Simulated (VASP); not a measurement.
```yaml
crystal:
  lattice:
    - [1.50289, 0.86770, 4.87505]
    - [-1.50289, 0.86770, 4.87505]
    - [0.00000, -1.73539, 4.87505]
  atoms:
    - { symbol: Mg, position: [0.00000, 0.00000, 0.00000] }
    - { symbol: Zn, position: [0.50000, 0.50000, 0.50000] }
    - { symbol: O, position: [0.25241, 0.25241, 0.25241] }
    - { symbol: O, position: [0.74759, 0.74759, 0.74759] }
```

Computed with PBEsol GGA with spin-orbit coupling, VASP's PBE PAW potentials (set 64) (plane waves; VASP). Run with 520 eV cut-off, 8×8×8 Γ-centred mesh, Gaussian smearing of 0.050 eV, potentials Mg Zn O.

What does the run give for the energy per atom (σ→0), band gap (over mesh and band path) with the smallest direct gap where there is one?

The band gap (over mesh and band path) is 2.55 eV and the smallest direct gap (over mesh and band path) is 2.88 eV. The energy per atom (σ→0) comes out as -5.504 eV/atom.

The absolute energy has meaning only against runs of the same code, potentials and settings.

The structure comes from a computed database's MgZnO2 entry (R-3m); how it stands against other phases isn't given here. It was relaxed first.
